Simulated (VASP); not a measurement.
RhN:

```xyz
4
Lattice="2.9628 0.0000 0.0000 -1.4814 2.5659 0.0000 0.0000 0.0000 5.7831" Properties=species:S:1:pos:R:3 pbc="T T T"
Rh    0.0000    0.0000    0.0000
Rh    0.0000    0.0000    2.8916
N     1.4814    0.8553    1.4458
N     1.4814    0.8553    4.3374
```

The cell comes from a database or a generator and needn't be the stable form of this composition.

Base run:

```yaml
Program: VASP 6.6.1
Functional: PBE
Potentials_or_basis: VASP PAW PBE potentials, release 64 (Rh_pv, N)
Cutoff: 520 eV
k_mesh: 7 × 7 × 4
Occupations: gaussian, width 0.05 eV
Spin: collinear spin, ferrimagnetic start
Starting_moments: "[0.6, -0.3, 0.0, 0.0] μB"
Hubbard_terms: Rh d U = 2 eV
```

Its results: band gap on the k mesh none (metal or under the smearing width); pressure -13.8 GPa; net moment 0.00 μB per cell; site moments Rh +0.09, -0.09; N +0.00 μB.

Task: The run is repeated on the same cell with these changes: hubbard terms from Rh d U = 2 eV to Rh d U = 7 eV; further incar settings from ALGO = Normal; EDIFF = 1e-07; NBANDS = 32 to ALGO = Normal; EDIFF = 1e-06; NBANDS = 32. What comes out?

Result: Band gap on the k mesh none (metal or under the smearing width); pressure -1.7 GPa; net moment 0.00 μB per cell; site moments Rh +2.08, -2.08; N -0.00 μB.
